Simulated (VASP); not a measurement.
```xyz
2
Lattice="0.0000 3.2784 3.2784 3.2784 0.0000 3.2784 3.2784 3.2784 0.0000" Properties=species:S:1:pos:R:3 pbc="T T T"
Tl     3.2784     3.2784     0.0000
Br     3.2784     3.2784     3.2784
```

Computed with PBEsol GGA with spin-orbit coupling, VASP's PBE PAW potentials (set 64) (plane waves; VASP). Run with 400 eV cut-off, 6×6×6 Γ-centred mesh, Gaussian smearing of 0.050 eV, potentials Tl_d Br.

Problem. What does the run give for the energy per atom (σ→0), band gap (over mesh and band path) with the smallest direct gap where there is one?

Solution. 
```yaml
band gap (over mesh and band path): 1.66 eV
smallest direct gap (over mesh and band path): 1.66 eV
energy per atom (σ→0): -3.128 eV/atom
```

The structure comes from a computed database's TlBr entry (Fm-3m); how it stands against other phases isn't given here. It was relaxed first, which changed the volume by -6 %.
